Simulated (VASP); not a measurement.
```
CELL_PARAMETERS angstrom
     -1.39150     1.39150     1.39150
      1.39150    -1.39150     1.39150
      1.39150     1.39150    -1.39150
ATOMIC_POSITIONS crystal
  Fe 0.00000 0.00000 0.00000
```
Starting moments (μB, in the order of the record's atoms Fe): 2.1.

These are PBEsol GGA, VASP's PBE PAW potentials (set 64) (plane waves; VASP) values and carry that method's errors. Numerical set-up: 480 eV cut-off, 16×16×16 Γ-centred mesh, first-order Methfessel-Paxton smearing of 0.10 eV, potentials Fe.

Energy and stress use the plane-wave basis of the starting cell.

Task: The ions, cell shape and volume at an external pressure of 20.0 GPa are relaxed. Predict the relaxed structure.

Result: 
```
CELL_PARAMETERS angstrom
     -1.35805     1.35805     1.35805
      1.35805    -1.35805     1.35805
      1.35805     1.35805    -1.35805
ATOMIC_POSITIONS crystal
  Fe 0.00000 0.00000 0.00000
```
Space group Im-3m (229), at a tolerance of 0.03 Å. The cell ends with 1.96 μB, on the sites 1.93 μB.

Task: How do energy and volume change from the first to the last step?

Result: The energy (σ→0) changes by +45.5 meV/atom and the volume by -7.0 %, in 7 ionic steps.

```
step  E(σ→0) (eV)  max force (eV/Å)  pressure (GPa)  volume (Å³)
----  -----------  ----------------  --------------  -----------
1         -8.9161             0.000            0.53        10.78
2         -8.5594             0.000           71.85         8.86
3         -8.8740             0.000           19.16        10.05
4         -8.8713             0.000           19.84        10.02
5         -8.8695             0.000           20.31        10.01
6         -8.8725             0.000           19.55        10.03
7         -8.8706             0.000           20.02        10.02
```

The compound is Fe in the bcc structure. This run relaxes it under an external pressure of 20 GPa. Symmetry was kept, so distortions that lower it aren't found.
